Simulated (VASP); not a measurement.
Sn:

```xyz
2
Lattice="0.0000 3.2686 3.2686 3.2686 0.0000 3.2686 3.2686 3.2686 0.0000" Properties=species:S:1:pos:R:3 pbc="T T T"
Sn    0.0000    0.0000    0.0000
Sn    1.6343    1.6343    1.6343
```

This isn't the form of Sn at room conditions, which is tetragonal (white tin).

Base run:

- Program: VASP 6.6.1
- Functional: HSE06
- Potentials or basis: VASP PAW PBE potentials, release 64 (Sn_d)
- Cutoff: 520 eV
- k mesh: 6 × 6 × 6
- Occupations: gaussian, width 0.03 eV
- Spin: no spin polarisation

Its results: pressure 0.4 GPa.

Question: The run is repeated on the same cell with these changes: functional from HSE06 to PBE; further incar settings from ALGO = Normal; EDIFF = 1e-06 to ALGO = Fast; EDIFF = 1e-06. What comes out?

Answer: Pressure 2.2 GPa.

Caveats: the PAW data sets were made with another functional, which shifts forces and pressure a little (some runs).
